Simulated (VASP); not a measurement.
All values below come from LDA (Ceperley-Alder, Perdew-Zunger), VASP's LDA PAW potentials (set 64) (plane waves; VASP).

A VASP calculation is set up with these files.

**KPOINTS**
```
Automatic mesh
0
G
2 2 2
0 0 0
```

POSCAR:
```
CdSe
1
    4.4077990000     0.0000000000     0.0000000000
   -2.2038990000     3.8172650000     0.0000000000
    0.0000000000     0.0000000000    21.6288790000
Cd Se
6 6
Direct
  0.0000000000   0.0000000000   0.0000000000
  0.0000000000   0.0000000000   0.5000000000
  0.6666670000   0.3333330000   0.8332500000
  0.3333330000   0.6666670000   0.3332500000
  0.6666670000   0.3333330000   0.1665000000
  0.3333330000   0.6666670000   0.6665000000
  0.0000000000   0.0000000000   0.8746000000
  0.0000000000   0.0000000000   0.3746000000
  0.6666670000   0.3333330000   0.7078500000
  0.3333330000   0.6666670000   0.2078500000
  0.6666670000   0.3333330000   0.0415000000
  0.3333330000   0.6666670000   0.5415000000
```

**INCAR**
```
SYSTEM=CdSe
PREC=Accurate; ENCUT=240; LREAL=.FALSE.
LASPH=.TRUE.
EDIFF=1E-6; NELM=100; ALGO=Normal
LMAXMIX=4
ISMEAR=1; SIGMA=0.5
IBRION=2; NSW=50; ISIF=3
EDIFFG=-0.01
LWAVE=.FALSE.; LCHARG=.FALSE.
```

POTCAR, in this order: Cd Se (LDA.64 set). Program: vasp_std.

The resulting files:

File OSZICAR:
```
...
DAV:   5    -0.380172834410E+02    0.49996E-03   -0.13425E-03   544   0.184E-01    0.885E-02
DAV:   6    -0.380172641668E+02    0.19274E-04   -0.13506E-04   552   0.574E-02    0.274E-02
DAV:   7    -0.380172622757E+02    0.18912E-05   -0.11713E-05   560   0.204E-02    0.699E-03
DAV:   8    -0.380172619133E+02    0.36242E-06   -0.37316E-06   464   0.628E-03
   6 F= -.38017262E+02 E0= -.38035976E+02  d E =-.258888E-01
       N       E                     dE             d eps       ncg     rms          rms(c)
DAV:   1    -0.380412936965E+02   -0.24031E-01   -0.11651E+00   512   0.460E+00    0.843E-01
DAV:   2    -0.380284192609E+02    0.12874E-01   -0.31028E-02   536   0.854E-01    0.388E-01
DAV:   3    -0.380234079022E+02    0.50114E-02   -0.68890E-03   544   0.362E-01    0.168E-01
DAV:   4    -0.380227158974E+02    0.69200E-03   -0.14289E-03   560   0.168E-01    0.641E-02
DAV:   5    -0.380226741639E+02    0.41733E-04   -0.93607E-05   544   0.496E-02    0.267E-02
DAV:   6    -0.380226718255E+02    0.23384E-05   -0.13231E-05   544   0.181E-02    0.704E-03
DAV:   7    -0.380226716087E+02    0.21679E-06   -0.11701E-06   288   0.686E-03
   7 F= -.38022672E+02 E0= -.38041217E+02  d E =-.312985E-01
       N       E                     dE             d eps       ncg     rms          rms(c)
DAV:   1    -0.380663807353E+02   -0.43709E-01   -0.16260E+00   528   0.665E+00    0.135E+00
DAV:   2    -0.380303752043E+02    0.36006E-01   -0.11508E-01   528   0.222E+00    0.545E-01
DAV:   3    -0.380268005574E+02    0.35746E-02   -0.90292E-03   552   0.450E-01    0.472E-01
DAV:   4    -0.380258505400E+02    0.95002E-03   -0.11577E-03   520   0.121E-01    0.658E-02
DAV:   5    -0.380257422798E+02    0.10826E-03   -0.52953E-04   536   0.155E-01    0.354E-02
DAV:   6    -0.380257438662E+02   -0.15864E-05   -0.47447E-05   560   0.316E-02    0.102E-02
DAV:   7    -0.380257438115E+02    0.54712E-07   -0.67882E-07   312   0.294E-03
   8 F= -.38025744E+02 E0= -.38044551E+02  d E =-.307220E-02
       N       E                     dE             d eps       ncg     rms          rms(c)
DAV:   1    -0.380270735952E+02   -0.13297E-02   -0.47451E-02   528   0.113E+00    0.229E-01
DAV:   2    -0.380260116689E+02    0.10619E-02   -0.34248E-03   528   0.382E-01    0.918E-02
DAV:   3    -0.380259078120E+02    0.10386E-03   -0.27000E-04   552   0.773E-02    0.793E-02
DAV:   4    -0.380258810062E+02    0.26806E-04   -0.33576E-05   520   0.211E-02    0.111E-02
DAV:   5    -0.380258777633E+02    0.32429E-05   -0.15988E-05   528   0.270E-02    0.647E-03
DAV:   6    -0.380258777929E+02   -0.29575E-07   -0.12667E-06   256   0.521E-03
   9 F= -.38025878E+02 E0= -.38044633E+02  d E =-.320618E-02
       N       E                     dE             d eps       ncg     rms          rms(c)
DAV:   1    -0.380316365691E+02   -0.57588E-02   -0.10263E+00   512   0.398E+00    0.339E-01
DAV:   2    -0.380296552403E+02    0.19813E-02   -0.11814E-02   568   0.537E-01    0.164E-01
DAV:   3    -0.380290254972E+02    0.62974E-03   -0.78251E-04   584   0.128E-01    0.103E-01
DAV:   4    -0.380288237506E+02    0.20175E-03   -0.26803E-04   544   0.763E-02    0.277E-02
DAV:   5    -0.380288209313E+02    0.28193E-05   -0.29564E-05   560   0.259E-02    0.107E-02
DAV:   6    -0.380288209249E+02    0.63828E-08   -0.97432E-07   320   0.467E-03
  10 F= -.38028821E+02 E0= -.38047533E+02  d E =-.294313E-02
       N       E                     dE             d eps       ncg     rms          rms(c)
DAV:   1    -0.380541775828E+02   -0.25357E-01   -0.85409E+00   512   0.115E+01    0.983E-01
DAV:   2    -0.380374047686E+02    0.16773E-01   -0.98924E-02   568   0.153E+00    0.471E-01
DAV:   3    -0.380320695726E+02    0.53352E-02   -0.65831E-03   584   0.377E-01    0.296E-01
DAV:   4    -0.380304314577E+02    0.16381E-02   -0.21267E-03   552   0.215E-01    0.798E-02
DAV:   5    -0.380304035124E+02    0.27945E-04   -0.23576E-04   560   0.736E-02    0.329E-02
DAV:   6    -0.380304033979E+02    0.11445E-06   -0.10475E-05   560   0.147E-02    0.836E-03
DAV:   7    -0.380304032260E+02    0.17192E-06   -0.10824E-06   312   0.475E-03
  11 F= -.38030403E+02 E0= -.38049100E+02  d E =-.452543E-02
       N       E                     dE             d eps       ncg     rms          rms(c)
DAV:   1    -0.380337178055E+02   -0.33144E-02   -0.96515E-01   512   0.387E+00    0.332E-01
DAV:   2    -0.380317977967E+02    0.19200E-02   -0.11226E-02   568   0.535E-01    0.161E-01
DAV:   3    -0.380312007003E+02    0.59710E-03   -0.72601E-04   584   0.123E-01    0.102E-01
DAV:   4    -0.380310011902E+02    0.19951E-03   -0.26625E-04   544   0.755E-02    0.274E-02
DAV:   5    -0.380309981749E+02    0.30153E-05   -0.29766E-05   552   0.259E-02    0.101E-02
DAV:   6    -0.380309981832E+02   -0.83546E-08   -0.97789E-07   336   0.458E-03
  12 F= -.38030998E+02 E0= -.38049687E+02  d E =-.512039E-02
       N       E                     dE             d eps       ncg     rms          rms(c)
DAV:   1    -0.380413038880E+02   -0.10306E-01   -0.50481E-01   512   0.305E+00    0.532E-01
DAV:   2    -0.380344539500E+02    0.68499E-02   -0.10174E-02   552   0.517E-01    0.266E-01
DAV:   3    -0.380317440635E+02    0.27099E-02   -0.44256E-03   568   0.290E-01    0.950E-02
DAV:   4    -0.380315830051E+02    0.16106E-03   -0.54864E-04   584   0.102E-01    0.462E-02
DAV:   5    -0.380315601147E+02    0.22890E-04   -0.28481E-05   560   0.323E-02    0.155E-02
DAV:   6    -0.380315605157E+02   -0.40095E-06   -0.53082E-06   544   0.118E-02
  13 F= -.38031561E+02 E0= -.38050325E+02  d E =-.562332E-03
       N       E                     dE             d eps       ncg     rms          rms(c)
DAV:   1    -0.380325115502E+02   -0.95144E-03   -0.41782E-02   512   0.877E-01    0.154E-01
DAV:   2    -0.380319489443E+02    0.56261E-03   -0.83858E-04   552   0.149E-01    0.766E-02
DAV:   3    -0.380317251710E+02    0.22377E-03   -0.36095E-04   552   0.832E-02    0.271E-02
DAV:   4    -0.380317117262E+02    0.13445E-04   -0.44988E-05   584   0.294E-02    0.133E-02
DAV:   5    -0.380317097955E+02    0.19306E-05   -0.22637E-06   416   0.931E-03    0.441E-03
DAV:   6    -0.380317098169E+02   -0.21395E-07   -0.53416E-07   256   0.379E-03
  14 F= -.38031710E+02 E0= -.38050453E+02  d E =-.711634E-03
       N       E                     dE             d eps       ncg     rms          rms(c)
DAV:   1    -0.380317328118E+02   -0.23016E-04   -0.10295E-03   512   0.138E-01    0.237E-02
DAV:   2    -0.380317185693E+02    0.14243E-04   -0.21207E-05   552   0.236E-02    0.120E-02
DAV:   3    -0.380317129681E+02    0.56012E-05   -0.93886E-06   576   0.132E-02    0.439E-03
DAV:   4    -0.380317126222E+02    0.34592E-06   -0.10787E-06   264   0.466E-03
  15 F= -.38031713E+02 E0= -.38050451E+02  d E =-.714439E-03
       N       E                     dE             d eps       ncg     rms          rms(c)
DAV:   1    -0.380317140763E+02   -0.11082E-05   -0.88247E-05   512   0.402E-02    0.703E-03
DAV:   2    -0.380317128415E+02    0.12348E-05   -0.16944E-06   344   0.664E-03    0.352E-03
DAV:   3    -0.380317123422E+02    0.49926E-06   -0.88187E-07   256   0.407E-03
  16 F= -.38031712E+02 E0= -.38050450E+02  d E =-.714159E-03
       N       E                     dE             d eps       ncg     rms          rms(c)
DAV:   1    -0.380317743437E+02   -0.61502E-04   -0.16409E-02   512   0.507E-01    0.500E-02
DAV:   2    -0.380317566218E+02    0.17722E-04   -0.28334E-04   560   0.812E-02    0.208E-02
DAV:   3    -0.380317527342E+02    0.38876E-05   -0.10054E-05   584   0.157E-02    0.155E-02
DAV:   4    -0.380317514817E+02    0.12526E-05   -0.22973E-06   400   0.827E-03    0.400E-03
DAV:   5    -0.380317514850E+02   -0.33779E-08   -0.57154E-07   264   0.381E-03
  17 F= -.38031751E+02 E0= -.38050502E+02  d E =-.391428E-04
```

**OUTCAR**
```
------------------------ aborting loop because EDIFF is reached ----------------------------------------
  FORCE on cell =-STRESS in cart. coord.  units (eV):
  Direction    XX          YY          ZZ          XY          YZ          ZX
  --------------------------------------------------------------------------------------
  Total       -0.0212277     -0.0212277     -0.0291042     -0.0000000      0.0000000      0.0000000
  in kB       -0.1052153     -0.1052152     -0.1442553     -0.0000000      0.0000000      0.0000000
  external PRESSURE =      -0.1182286 kB  Pullay stress =       0.0000000 kB
  volume of cell :      323.25
      direct lattice vectors                 reciprocal lattice vectors
     4.296217831 -0.000000015 -0.000000000     0.232762872  0.134385707  0.000000000
    -2.148108442  3.720632952  0.000000000     0.000000001  0.268771474  0.000000000
    -0.000000000 -0.000000000 20.222316589     0.000000000  0.000000000  0.049450319
  FREE ENERGIE OF THE ION-ELECTRON SYSTEM (eV)
  ---------------------------------------------------
  free  energy   TOTEN  =       -38.0317514850 eV

  energy  without entropy=      -38.0880025538  energy(sigma->0) =      -38.05050184

 reached required accuracy - stopping structural energy minimisation
```
(Selected blocks of OUTCAR.)

**CONTCAR**
```
CdSe
   1.00000000000000
     4.2962178314562482   -0.0000000152319559   -0.0000000000000000
    -2.1481084415766247    3.7206329520299044    0.0000000000000000
    -0.0000000000000000   -0.0000000000000000   20.2223165885327454
  Cd              Se
     6     6
Direct
     0.0000000000000000    0.0000000000000000    0.0001959090937436
     0.0000000000000000    1.0000000000000000    0.5001959090937433
     0.6666669999999968    0.3333330000000032    0.8334822300070460
     0.3333330000000032    0.6666669999999968    0.3334822300070461
     0.6666669999999968    0.3333330000000032    0.1669826997897876
     0.3333330000000032    0.6666669999999968    0.6669826997897876
     0.0000000000000000    0.0000000000000000    0.8742290138381306
     0.0000000000000000    1.0000000000000000    0.3742290138381303
     0.6666669999999968    0.3333330000000032    0.7076807681116675
     0.3333330000000032    0.6666669999999968    0.2076807681116675
     0.6666669999999968    0.3333330000000032    0.0411293791596244
     0.3333330000000032    0.6666669999999968    0.5411293791596242
```

At this cut-off the stress carries a Pulay error, which pulls relaxed volumes low.  Energy and stress use the plane-wave basis of the starting cell.

The structure was generated: CdSe was put into an ordered model structure, which need not be its known phase. This run relaxes it. Symmetry was kept, so distortions that lower it aren't found. The k-mesh is coarse (spacing up to 0.84 per Å, 2π included), so the numbers may not be converged in it. The run is one of a series of settings (EDIFFG = -0.01, ENCUT = 240, GGA removed, IBRION = 2, ISIF = 3, ISMEAR = 1, NSW = 50, SIGMA = 0.5, KPOINTS 2×2×2 Γ-centred mesh, POTCAR Cd Se (LDA.64 set) against the base run), some of them coarse on purpose.
